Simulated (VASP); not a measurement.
Consider the following.

```
CELL_PARAMETERS angstrom
      0.00000     2.33432     2.33432
      2.33432     0.00000     2.33432
      2.33432     2.33432     0.00000
ATOMIC_POSITIONS crystal
  Na 0.00000 0.00000 0.00000
  F  0.50000 0.50000 0.50000
```

Method: vdW-DF2, VASP's PBE PAW potentials (set 64) (plane waves; VASP). Settings: 520 eV cut-off, Gaussian smearing of 0.050 eV, potentials Na_pv F.

Q: Give the energies of bands 5 to 8 at the high-symmetry points, in eV from the valence-band maximum.

A: 
```json
[
 {"band": "5", "Γ": "0.00", "X": "-1.24", "U": "-1.03", "L": "-1.55", "W": "-0.85"},
 {"band": "6", "Γ": "0.00", "X": "-0.40", "U": "-0.81", "L": "-0.24", "W": "-0.85"},
 {"band": "7", "Γ": "0.00", "X": "-0.40", "U": "-0.36", "L": "-0.24", "W": "-0.56"},
 {"band": "8", "Γ": "6.08", "X": "12.96", "U": "12.70", "L": "10.60", "W": "13.08"}
]
```

The gap is direct, 6.08 eV, from the valence maximum at Γ to the conduction minimum at Γ.

Measured: gap 11.70 eV (computed value off by -5.62 eV), as given by David Koller et al., Journal of Physics Condensed Matter (2013), arXiv:1304.4470.

The compound is NaF in the rock salt structure. It was relaxed first.
